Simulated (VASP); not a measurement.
# Nb3In under strain

How does the pressure of Nb3In answer to a change of volume? The bands are shown for each cell. All runs use LDA. Left out of this account: 1 further run (self-consistent run: a reference on another mesh). The start is a cell from a database of measured crystal structures.

Calculated with VASP 6.6.1; LDA; plane waves and PAW (Nb_sv, In_d).

## 1. Set-up

It takes space group Pm-3n (No. 223, cubic). The conventional cell has a = 5.303 Å, b = 5.303 Å, c = 5.303 Å, α = 90.00°, β = 90.00°, γ = 90.00°. Nb has 2 Nb at 2.65 Å and 4 In at 2.96 Å nearest. Nearest to In lie 12 Nb at 2.96 Å. Farther neighbours are not listed.

## 2. Bands, cell as listed

The mesh alone shows little of the dispersion and can miss band extrema, so KPOINTS_OPT adds a path through the symmetry points after the self-consistent cycle. LDA, the lowest rung, knows the local density alone.

Input file INCAR:

```
SYSTEM = Nb3In
PREC = Accurate
ENCUT = 400
EDIFF = 1E-06
NELM = 100
ISMEAR = -1
SIGMA = 0.05
LREAL = .FALSE.
ALGO = Normal
GGA = CA
NBANDS = 76
LASPH = .TRUE.
LORBIT = 11
LWAVE = .FALSE.
LCHARG = .FALSE.
KPAR = 8
```

Input file POSCAR:

```
Nb3In
1.0
    5.3030000000      0.0000000000      0.0000000000
    0.0000000000      5.3030000000      0.0000000000
    0.0000000000      0.0000000000      5.3030000000
Nb In
6 2
Direct
    0.2500000000      0.0000000000      0.5000000000
    0.5000000000      0.7500000000      0.0000000000
    0.7500000000      0.0000000000      0.5000000000
    0.5000000000      0.2500000000      0.0000000000
    0.0000000000      0.5000000000      0.7500000000
    0.0000000000      0.5000000000      0.2500000000
    0.0000000000      0.0000000000      0.0000000000
    0.5000000000      0.5000000000      0.5000000000
```

Input file KPOINTS:

```
Automatic mesh
0
Gamma
6 6 6
0 0 0
```

Input file KPOINTS_OPT:

```
Line mode
12
Line-mode
Reciprocal
  0.00000000   0.00000000   0.00000000 GAMMA
  0.00000000   0.50000000   0.00000000 X

  0.00000000   0.50000000   0.00000000 X
  0.50000000   0.50000000   0.00000000 M

  0.50000000   0.50000000   0.00000000 M
  0.00000000   0.00000000   0.00000000 GAMMA

  0.00000000   0.00000000   0.00000000 GAMMA
  0.50000000   0.50000000   0.50000000 R

  0.50000000   0.50000000   0.50000000 R
  0.00000000   0.50000000   0.00000000 X

  0.50000000   0.50000000   0.00000000 M
  0.50000000   0.50000000   0.50000000 R
```

Potentials, in the order of the species: Nb_sv and In_d (LDA family, release 64).

Started as:

```
> mpirun -np 8 vasp_std
```

The program printed:

```text
[banner, memory and clock lines left out]
running    8 mpi-ranks, on    1 nodes
 distrk:  each k-point on    1 cores,    8 groups
 distr:  one band on    1 cores,    1 groups

 POSCAR found type information on POSCAR NbIn
 POSCAR found :  2 types and       8 ions
|                                                                             |
|           W    W    AA    RRRRR   N    N  II  N    N   GGGG   !!!           |
|           W    W   A  A   R    R  NN   N  II  NN   N  G    G  !!!           |
|           W    W  A    A  R    R  N N  N  II  N N  N  G       !!!           |
|           W WW W  AAAAAA  RRRRR   N  N N  II  N  N N  G  GGG   !            |
|           WW  WW  A    A  R   R   N   NN  II  N   NN  G    G                |
|           W    W  A    A  R    R  N    N  II  N    N   GGGG   !!!           |
|                                                                             |
|     For optimal performance we recommend to set                             |
|       NCORE = 2 up to number-of-cores-per-socket                            |
|     NCORE specifies how many cores store one orbital (NPAR=cpu/NCORE).      |
|     This setting can greatly improve the performance of VASP for DFT.       |
|     The default, NCORE=1 might be grossly inefficient on modern             |
|     multi-core architectures or massively parallel machines. Do your        |
|     Unfortunately you need to use the default for GW and RPA                |
|     calculations (for HF NCORE is supported but not extensively tested      |
|     yet).                                                                   |
|                                                                             |

 LDA part: xc-table for (Slater(with rela. corr.)+CA(PZ))
 , standard interpolation
 POSCAR, INCAR and KPOINTS ok, starting setup
 FFT: planning ... GRIDC
 FFT: planning ... GRID_SOFT
 FFT: planning ... GRID
 WAVECAR not read
 entering main loop
       N       E                     dE             d eps       ncg     rms          rms(c)
DAV:   1     0.146673333494E+04    0.14667E+04   -0.41563E+04  3056   0.142E+03
DAV:   2     0.123748516151E+03   -0.13430E+04   -0.12967E+04  3080   0.580E+02
DAV:   3    -0.548353160171E+02   -0.17858E+03   -0.16804E+03  4180   0.188E+02
DAV:   4    -0.758207244399E+02   -0.20985E+02   -0.20249E+02  4680   0.596E+01
DAV:   5    -0.774362486080E+02   -0.16155E+01   -0.15976E+01  5696   0.141E+01    0.189E+01
DAV:   6    -0.743789238517E+02    0.30573E+01   -0.66054E+00  4280   0.129E+01    0.599E+00
DAV:   7    -0.740539261639E+02    0.32500E+00   -0.16935E+00  4920   0.582E+00    0.252E+00
DAV:   8    -0.740406365997E+02    0.13290E-01   -0.10525E-01  4776   0.157E+00    0.102E+00
DAV:   9    -0.740397611243E+02    0.87548E-03   -0.17806E-02  5032   0.739E-01    0.238E-01
DAV:  10    -0.740397893861E+02   -0.28262E-04   -0.16232E-03  4640   0.190E-01    0.500E-02
DAV:  11    -0.740397871623E+02    0.22238E-05   -0.17100E-04  5008   0.785E-02    0.298E-02
DAV:  12    -0.740397849598E+02    0.22025E-05   -0.12884E-05  4216   0.142E-02    0.864E-03
DAV:  13    -0.740397844351E+02    0.52470E-06   -0.18789E-06  2824   0.820E-03
   1 F= -.74039784E+02 E0= -.73982321E+02  d E =-.114927E+00
 Start KPOINTS_OPT (optional k-point list driver)
k-point batch [1-20\72]
       N       E                     dE             ncg
DAV:   1     0.116821488846E+05   -0.12379E+05     3060
DAV:   2    -0.156420134643E+05   -0.27324E+05     3048
DAV:   3    -0.193979617411E+05   -0.37559E+04     4148
DAV:   4    -0.198410431022E+05   -0.44308E+03     4624
DAV:   5    -0.198751256737E+05   -0.34083E+02     5848
DAV:   6    -0.198765533108E+05   -0.14276E+01     4952
DAV:   7    -0.198766551673E+05   -0.10186E+00     5700
DAV:   8    -0.198766589097E+05   -0.37424E-02     4808
DAV:   9    -0.198766591468E+05   -0.23713E-03     4460
DAV:  10    -0.198766591548E+05   -0.79759E-05     3520
DAV:  11    -0.198766591553E+05   -0.45161E-06     2788
[...]
k-point batch [61-72\72]
       N       E                     dE             ncg
DAV:   1     0.229918575708E+05   -0.22673E+05     1824
DAV:   2     0.650452886435E+04   -0.16487E+05     1856
DAV:   3     0.431299283451E+04   -0.21915E+04     2552
DAV:   4     0.404779330249E+04   -0.26520E+03     2808
DAV:   5     0.402889965364E+04   -0.18894E+02     3440
DAV:   6     0.402820309332E+04   -0.69656E+00     2928
DAV:   7     0.402815818027E+04   -0.44913E-01     3184
DAV:   8     0.402815577572E+04   -0.24045E-02     2952
DAV:   9     0.402815560118E+04   -0.17454E-03     2512
DAV:  10     0.402815558466E+04   -0.16518E-04     2104
DAV:  11     0.402815558224E+04   -0.24152E-05     1592
DAV:  12     0.402815558208E+04   -0.16316E-06     1360
```

It took 55 s on 8 MPI ranks of Intel Xeon 6975P-C (Granite Rapids), shared host; peak memory 2.8 GiB.

The logs omit lines about the potential files and the build; timing stands in the text.

From OUTCAR (step 2):

```text
ion  position               nearest neighbor table
   1  0.250  0.000  0.500-   3 2.65   3 2.65   8 2.96   7 2.96   8 2.96   7 2.96
   2  0.500  0.750  0.000-   4 2.65   4 2.65   8 2.96   8 2.96   7 2.96   7 2.96
   3  0.750  0.000  0.500-   1 2.65   1 2.65   8 2.96   7 2.96   8 2.96   7 2.96
   4  0.500  0.250  0.000-   2 2.65   2 2.65   8 2.96   8 2.96   7 2.96   7 2.96
   5  0.000  0.500  0.750-   6 2.65   6 2.65   8 2.96   7 2.96   7 2.96   8 2.96
   6  0.000  0.500  0.250-   5 2.65   5 2.65   8 2.96   7 2.96   7 2.96   8 2.96
   7  0.000  0.000  0.000-   1 2.96   2 2.96   3 2.96   4 2.96   5 2.96   6 2.96   1 2.96   3 2.96
                             5 2.96   6 2.96   2 2.96   4 2.96
   8  0.500  0.500  0.500-   1 2.96   2 2.96   3 2.96   4 2.96   5 2.96   6 2.96   2 2.96   4 2.96
                             1 2.96   3 2.96   5 2.96   6 2.96

  LATTYP: Found a simple cubic cell.
 ALAT       =     5.3030000000

 Subroutine GETGRP returns: Found 48 space group operations
 (whereof 24 operations were pure point group operations)

The static configuration has the point symmetry T_h .
 The point group associated with its full space group is O_h .

 Found     20 irreducible k-points:

   k-points           NKPTS =     20   k-points in BZ     NKDIM =     20   number of bands    NBANDS=     76

   dimension x,y,z NGX =    36 NGY =   36 NGZ =   36
   dimension x,y,z NGXF=    72 NGYF=   72 NGZF=   72

   ENCUT  =  400.0 eV  29.40 Ry    5.42 a.u.   8.65  8.65  8.65*2*pi/ulx,y,z

   NELECT =     104.0000    total number of electrons

 k-points in reciprocal lattice and weights: Automatic mesh
   0.00000000  0.00000000  0.00000000       0.005
   0.16666667  0.00000000  0.00000000       0.028
   0.33333333  0.00000000  0.00000000       0.028
   0.50000000  0.00000000  0.00000000       0.014
   0.16666667  0.16666667  0.00000000       0.056
   0.33333333  0.16666667  0.00000000       0.111
   0.50000000  0.16666667  0.00000000       0.056
   0.33333333  0.33333333  0.00000000       0.056
   0.50000000  0.33333333  0.00000000       0.056
[...]
0.50000000  0.50000000  0.33333333       0.028
   0.50000000  0.50000000  0.50000000       0.005

 average (electrostatic) potential at core
       1 -77.3081       2 -77.3081       3 -77.3081       4 -77.3081       5 -77.3081
       6 -77.3081       7 -89.2477       8 -89.2477

 E-fermi :  10.7584

 k-point     1 :       0.0000    0.0000    0.0000
  band No.  band energies     occupation
    ...
     50      10.3726      1.99911
     51      10.3726      1.99911
     52      10.3726      1.99911
     53      10.6918      1.58292
     54      10.6918      1.58292
     55      13.0725      0.00000
     56      13.0725      0.00000
     57      13.0725      0.00000
     58      14.1189      0.00000
     59      14.1189      0.00000
    ...

 k-point     2 :       0.1667    0.0000    0.0000
  band No.  band energies     occupation
    ...
     50      10.3497      1.99944
     51      10.4792      1.99253
     52      10.4792      1.99253
     53      10.7723      0.86207
     54      10.7737      0.84834
     55      12.9269      0.00000
     56      13.0027      0.00000
     57      13.0027      0.00000
     58      13.7990      0.00000
     59      13.8907      0.00000
    ...

 k-point     3 :       0.3333    0.0000    0.0000
  band No.  band energies     occupation
    ...
     50      10.2481      1.99993
     51      10.3861      1.99883
     52      10.3861      1.99883
     53      10.7605      0.97925
     54      10.7837      0.75297
     55      12.2661      0.00000
     56      12.9275      0.00000
     57      12.9275      0.00000
     58      13.4559      0.00000
     59      13.5596      0.00000
    ...

  Total       -7.3454870     -7.3454870     -7.3454870     -0.0000000      0.0000000      0.0000000
  in kB      -78.9162236    -78.9162236    -78.9162236     -0.0000000      0.0000000      0.0000000
  external PRESSURE =     -78.9162236 kB  Pullay stress =       0.0000000 kB

  energy-cutoff  :      400.00
  volume of cell :      149.13
      direct lattice vectors                 reciprocal lattice vectors
     5.303000000  0.000000000  0.000000000     0.188572506  0.000000000  0.000000000
     0.000000000  5.303000000  0.000000000     0.000000000  0.188572506  0.000000000
     0.000000000  0.000000000  5.303000000     0.000000000  0.000000000  0.188572506

 POSITION                                       TOTAL-FORCE (eV/Angst)
 -----------------------------------------------------------------------------------
      1.32575      0.00000      2.65150         0.000000      0.000000      0.000000
      2.65150      3.97725      0.00000        -0.000000     -0.000000     -0.000000
      3.97725      0.00000      2.65150        -0.000000     -0.000000     -0.000000
      2.65150      1.32575      0.00000         0.000000     -0.000000      0.000000
      0.00000      2.65150      3.97725        -0.000000     -0.000000      0.000000
      0.00000      2.65150      1.32575         0.000000     -0.000000     -0.000000
      0.00000      0.00000      0.00000        -0.000000     -0.000000     -0.000000
      2.65150      2.65150      2.65150        -0.000000     -0.000000     -0.000000
 -----------------------------------------------------------------------------------
    total drift:                                0.000000      0.000000     -0.000000

  FREE ENERGIE OF THE ION-ELECTRON SYSTEM (eV)
  ---------------------------------------------------
  free  energy   TOTEN  =       -74.0397844351 eV

  energy  without entropy=      -73.9248575573  energy(sigma->0) =      -73.98232100

 total charge
# of ion       s       p       d       tot
------------------------------------------
    1        2.191   5.991   2.522  10.704
    2        2.191   5.991   2.522  10.704
    3        2.191   5.991   2.522  10.704
    4        2.191   5.991   2.522  10.704
    5        2.191   5.991   2.522  10.704
    6        2.191   5.991   2.522  10.704
    7        0.885   1.014   9.865  11.764
    8        0.885   1.014   9.865  11.764
--------------------------------------------------
tot         14.919  37.973  34.861  87.752

[... 3 further parts left out ...]
```

Spin-orbit coupling is off here; with elements this heavy it splits and shifts levels by tenths of an eV or more. At this level the cell is under a tension of 7.9 GPa, so at these settings it is away from equilibrium.

This step gave:

| Quantity | Value |
| --- | --- |
| SCF cycles | 13 |
| electrons | 104 |
| bands | 76 |
| irreducible k-points | 20 |
| symmetry operations | 48 |
| free energy (TOTEN) | -74.0398 eV |
| energy at zero smearing | -73.9823 eV |
| Fermi energy | 10.76 eV |
| pressure | -7.892 GPa |
| metallic | yes |

Electronic bands along the path, in eV, zero at the Fermi level; # counts the bands kept, so #1 is VASP's band 35:

```tsv
point	#15	#16	#17	#18	#19	#20	#21	#22
Γ	-1.34	-0.39	-0.39	-0.39	-0.07	-0.07	2.31	2.31
0.45 of the way	-1.18	-0.43	-0.26	-0.26	0.04	0.05	1.98	2.20
X	-0.77	-0.77	-0.73	-0.73	-0.29	-0.29	1.55	1.55
0.55 of the way	-0.36	-0.29	-0.25	-0.20	0.09	0.14	1.22	1.34
M	0.16	0.16	0.27	0.27	0.63	0.72	0.74	0.74
0.45 of the way	-1.02	-0.30	-0.27	-0.16	-0.10	0.24	1.34	1.64
Γ	-1.34	-0.39	-0.39	-0.39	-0.07	-0.07	2.31	2.31
0.45 of the way	-0.96	-0.22	-0.22	-0.21	-0.05	-0.05	1.29	1.29
R	0.22	0.22	0.22	0.22	0.24	0.24	0.24	0.24
0.55 of the way	-0.49	-0.49	-0.18	-0.18	0.17	0.17	0.85	0.85
X	-0.77	-0.77	-0.73	-0.73	-0.29	-0.29	1.55	1.55
jump to M	0.16	0.16	0.27	0.27	0.63	0.72	0.74	0.74
0.55 of the way	-0.37	0.04	0.04	0.19	0.27	0.27	0.62	0.69
R	0.22	0.22	0.22	0.22	0.24	0.24	0.24	0.24
```

Of the projections kept (Nb, In), the largest for each band there; the rest of the weight can lie on other orbitals:

```tsv
point	#15	#16	#17	#18	#19	#20	#21	#22
Γ	Nb 1.00	Nb 0.96	Nb 0.96	Nb 0.96	Nb 0.99	Nb 0.99	Nb 1.00	Nb 1.00
X	Nb 0.85	Nb 0.85	Nb 0.97	Nb 0.97	Nb 0.96	Nb 0.96	Nb 0.97	Nb 0.97
M	Nb 1.00	Nb 1.00	Nb 0.94	Nb 0.94	Nb 0.71	Nb 0.96	Nb 0.96	Nb 0.96
Γ	Nb 1.00	Nb 0.96	Nb 0.96	Nb 0.96	Nb 0.99	Nb 0.99	Nb 1.00	Nb 1.00
R	Nb 0.94	Nb 0.95	Nb 0.94	Nb 0.95	Nb 0.95	Nb 0.95	Nb 0.95	Nb 0.95
X	Nb 0.85	Nb 0.85	Nb 0.97	Nb 0.97	Nb 0.96	Nb 0.96	Nb 0.97	Nb 0.97
```

There is no gap at this level.

[end of part 1 of 4]

[Lines on the potential files, build, host, timing and source positions are cut from VASP's logs without a mark.]

[Logs are printed without paths, hosts, clocks, repeated set-up lines and the standing remarks that a program may print on its own settings, such as how far it seeks lower states.]

[Hosts, paths, dates, database ids (printed as entryN), source tags and the programs' standing remarks are cut or masked in the printed files.]

[A measured line is paired with the nearest computed mode of its activity, which favours agreement.]
